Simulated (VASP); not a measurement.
```yaml
crystal:
  lattice:
    - [0.00000, 2.91477, 2.91477]
    - [2.91477, 0.00000, 2.91477]
    - [2.91477, 2.91477, 0.00000]
  atoms:
    - { symbol: Ag, position: [0.00000, 0.00000, 0.00000] }
    - { symbol: Br, position: [0.50000, 0.50000, 0.50000] }
```

Computed with PBE GGA, VASP's PBE PAW potentials (set 64) (plane waves; VASP). Settings: 400 eV cut-off, 18×18×18 Γ-centred mesh, Gaussian smearing of 0.010 eV, potentials Ag Br.

Estimate the energy per atom (σ→0), band gap (on the k-mesh) with the smallest direct gap where there is one.

```
Quantity                                      Value
-----------------------------------  --------------
band gap (on the k-mesh)                    0.68 eV
smallest direct gap (on the k-mesh)         2.45 eV
energy per atom (σ→0)                -2.500 eV/atom
```

The absolute energy has meaning only against runs of the same code, potentials and settings.

The compound is AgBr in the rock salt structure. It was relaxed first.
